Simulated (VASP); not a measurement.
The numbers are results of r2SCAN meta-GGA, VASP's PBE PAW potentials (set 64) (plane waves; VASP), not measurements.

The input files of a VASP run:

File KPOINTS:
```
K-points
0
G
8 8 4
0 0 0
```

**INCAR**
```
# general
SYSTEM  = AlN
PREC    = Accurate
ENCUT   = 600
LREAL   = F
LASPH   = T

# electronic loop
EDIFF   = 1E-7
NELM    = 100
ALGO    = Normal
LMIXTAU = T

# smearing
ISMEAR  = 0
SIGMA   = 0.05

# functional
METAGGA = R2SCAN

# ions
IBRION  = 2
NSW     = 30
ISIF    = 2
EDIFFG  = -0.01

# output
LWAVE   = F
LCHARG  = F
```

**POSCAR**
```
AlN
1.0
  1.5528466574  -2.7030573477   0.0000000000
  1.5528466574   2.7030573477   0.0000000000
  0.0000000000   0.0000000000   4.9738822646
Al N
2 2
direct
  0.6666670000   0.3333330000   0.5000726666
  0.3333330000   0.6666670000   0.0000726666
  0.6666670000   0.3333330000   0.8819273334
  0.3333330000   0.6666670000   0.3819273334
```

POTCAR, in this order: Al N (PBE.64 set). Program: vasp_std.

Task: Predict the energy per atom (σ→0).

Result: 
The energy per atom (σ→0) is -9.614 eV/atom.

OSZICAR:
```
...
DAV:   1    -0.384544188471E+02   -0.25927E-04   -0.46259E-03  1516   0.638E-01    0.112E-02
DAV:   2    -0.384544208977E+02   -0.20506E-05   -0.70921E-05  1932   0.767E-02    0.763E-03
DAV:   3    -0.384544176688E+02    0.32289E-05   -0.33767E-06  1740   0.258E-02    0.313E-03
DAV:   4    -0.384544174943E+02    0.17448E-06   -0.27436E-06  1556   0.189E-02    0.120E-03
DAV:   5    -0.384544177131E+02   -0.21874E-06   -0.12591E-06  1616   0.173E-02    0.795E-04
DAV:   6    -0.384544179942E+02   -0.28116E-06   -0.34872E-07  1532   0.834E-03    0.354E-04
DAV:   7    -0.384544180037E+02   -0.94706E-08   -0.15316E-08   792   0.172E-03
   3 F= -.38454418E+02 E0= -.38454418E+02  d E =-.189021E-03
```

The compound is AlN in the wurtzite structure. This cell was strained or had an atom moved on purpose. Symmetry was kept, so distortions that lower it aren't found.
